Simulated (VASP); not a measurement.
Given:

```
InSb
1.0
    0.00000     3.28706     3.28706
    3.28706     0.00000     3.28706
    3.28706     3.28706     0.00000
In Sb
1 1
Direct
  0.00000   0.00000   0.00000
  0.25000   0.25000   0.25000
```

These are optB86b-vdW, VASP's PBE PAW potentials (set 64) (plane waves; VASP) values and carry that method's errors. Run with 520 eV cut-off, 11×11×11 Γ-centred mesh, tetrahedra with Blöchl corrections, potentials In_d Sb.

Unless said otherwise, spin-orbit coupling is left out, though it shifts the bands of the heavy elements here.

**Question.** Estimate the energy per atom (σ→0), band gap (on the k-mesh) with the smallest direct gap where there is one.

**Answer.** 
```yaml
band gap (on the k-mesh): none (metal, semimetal or under 0.01 eV)
energy per atom (σ→0): -0.945 eV/atom
```

The compound is InSb in the zinc blende structure. It was relaxed first.
